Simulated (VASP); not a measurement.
An input for Quantum ESPRESSO's pw.x (written as the equivalent of a VASP run, and not itself run):

```
&CONTROL
  calculation = 'scf'
  pseudo_dir = './pseudo'
  outdir = './out'
  tprnfor = .true.
  tstress = .true.
/
&SYSTEM
  ibrav = 0
  nat = 6
  ntyp = 2
  ecutwfc = 84
  occupations = 'tetrahedra'
  input_dft = 'pz'
/
&ELECTRONS
  conv_thr = 7.3e-09
  electron_maxstep = 100
/
ATOMIC_SPECIES
  Zr 91.224 Zr.upf
  O 15.999 O.upf
CELL_PARAMETERS angstrom
     4.8163928   -0.0000000    0.0000000
    -0.0000000    4.8163928    0.0000000
     0.0000000    0.0000000    3.2258722
ATOMIC_POSITIONS crystal
  Zr   0.0000000  0.0000000  1.0000000
  Zr   0.5000000  0.5000000  0.5000000
  O    0.6945062  0.3054938  1.0000000
  O    0.3054938  0.6945062  1.0000000
  O    0.1945062  0.1945062  0.5000000
  O    0.8054938  0.8054938  0.5000000
K_POINTS automatic
  5 5 8 0 0 0
```

Q: Translate this input to VASP (INCAR, KPOINTS, POSCAR, choice of POTCAR).

A: This is not unique; one that fits is 
### POSCAR
```
ZrO2
1
    4.8163927596    -0.0000000000     0.0000000000
   -0.0000000000     4.8163927596     0.0000000000
    0.0000000000     0.0000000000     3.2258722064
Zr O
2 4
Direct
  0.0000000000   0.0000000000   1.0000000000
  0.5000000000   0.5000000000   0.5000000000
  0.6945061576   0.3054938424   1.0000000000
  0.3054938424   0.6945061576   1.0000000000
  0.1945061576   0.1945061576   0.5000000000
  0.8054938424   0.8054938424   0.5000000000
```

**INCAR**
```
# general
SYSTEM  = ZrO2
PREC    = Accurate
ENCUT   = 520
LREAL   = .FALSE.
LASPH   = .TRUE.

# electronic loop
EDIFF   = 1E-7
NELM    = 100
ALGO    = Normal
LMAXMIX = 4

# smearing
ISMEAR  = -5

# ions
ISIF    = 2

# output
LWAVE   = .FALSE.
LCHARG  = .TRUE.
LORBIT  = 11
NEDOS   = 601

# other
LEFG    = .TRUE.
```

KPOINTS:
```
Automatic mesh
0
Gamma
5 5 8
0 0 0
```

POTCAR, in this order: Zr_sv O (LDA.64 set). Program: vasp_std.

The two are equivalent in intent, not identical: the potentials are each code's own (VASP's PAW set, PseudoDojo norm-conserving files in pw.x), so ENCUT and ecutwfc are chosen apart and not converted; conv_thr bounds pw.x's estimated SCF error, while EDIFF bounds the energy change between steps; the field gradients of LEFG aren't asked of the other code.

The structure comes from a computed database's ZrO2 entry (P4_2/mnm); how it stands against other phases isn't given here. It was relaxed first.
